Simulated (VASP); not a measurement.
Data:

```
CsSnI3
1.0
    6.38184     0.00000     0.00000
    0.00000     6.38184     0.00000
    0.00000     0.00000     6.38184
Cs Sn I
1 1 3
Direct
  0.00000   0.00000   0.00000
  0.50000   0.50000   0.50000
  0.50000   0.00000   0.50000
  0.00000   0.50000   0.50000
  0.50000   0.50000   0.00000
```

Level of theory: vdW-DF2, VASP's PBE PAW potentials (set 64) (plane waves; VASP). Numerical set-up: 520 eV cut-off, Gaussian smearing of 0.050 eV, potentials Cs_sv Sn_d I.

Unless said otherwise, spin-orbit coupling is left out, though it shifts the bands of the heavy elements here.

**Question.** Give the energies of bands 13 to 25 at the high-symmetry points, in eV from the valence-band maximum.

**Answer.** 
```csv
band,Γ,X,M,R
13,-6.07,-6.70,-7.25,-7.77
14,-3.77,-3.67,-3.53,-2.50
15,-3.77,-3.67,-2.66,-2.50
16,-3.77,-2.34,-2.00,-2.50
17,-1.66,-1.86,-2.00,-1.84
18,-1.66,-1.86,-1.92,-1.84
19,-1.66,-1.81,-1.92,-1.14
20,-1.54,-1.64,-1.85,-1.14
21,-1.54,-1.64,-1.15,-1.14
22,-1.54,-1.18,-0.58,0.00
23,2.29,1.45,1.18,0.81
24,3.41,3.74,1.18,0.81
25,3.41,4.15,4.06,0.81
```

The gap is direct, 0.81 eV, from the valence maximum at R to the conduction minimum at R.

The compound is CsSnI3 in the cubic perovskite structure, the ideal cubic form; the compound distorts at low or room temperature. It was relaxed first, which changed the volume by +8 %.
